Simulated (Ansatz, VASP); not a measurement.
**Two plane-wave programs on EuCo**

```
CELL_PARAMETERS angstrom
0.00000 3.72225 3.72225
3.72225 0.00000 3.72225
3.72225 3.72225 0.00000
ATOMIC_POSITIONS crystal
Eu 0.00000 0.00000 0.00000
Eu 0.25000 0.25000 0.25000
Co 0.50000 0.50000 0.50000
Co 0.75000 0.75000 0.75000
```

The cell was built by a generator and needn't be a form met in nature.

Alike in both runs: task single point; functional PBE; k mesh 4 × 4 × 4; collinear spin; Hubbard terms Eu f U = 4.0 eV.

|  | VASP | Ansatz |
| --- | --- | --- |
| version | VASP 6.6.1 | Ansatz 0.2.0 |
| potentials or method | VASP PAW PBE potentials, release 64 (Eu, Co) | PAW plane waves |
| plane-wave cutoff (eV) | 520 | 420 |
| occupations | fermi-dirac, width 0.1 eV | fermi-dirac |
| valence electrons in the cell | 52 | 68 |

```csv
,VASP,Ansatz,Ansatz less VASP
gap on the k mesh at the Fermi level (eV),none,none,-
pressure (GPa),-6.5,-6.3,+0.24
net moment per atom (μB),2.96,2.96,-0.001
size of the moment on the site where the two differ most (μB),6.87,7.12,+0.259
```

Site moments also hang on the region over which each program counts them. The programs project onto different local orbitals, so the same U acts differently. A gap of «none» marks a metal or a gap that the smearing closes. The two sets of potentials don't hold the same shells in valence. Ansatz warned: «filled_band_counts_differ_across_k_points».

Caveats: the k mesh is coarse (spacing up to 0.37 Å⁻¹), so the values aren't converged; spin-orbit coupling is left out, which moves the levels of the heavy elements. The state reached can hang on the start; a lower one may exist.
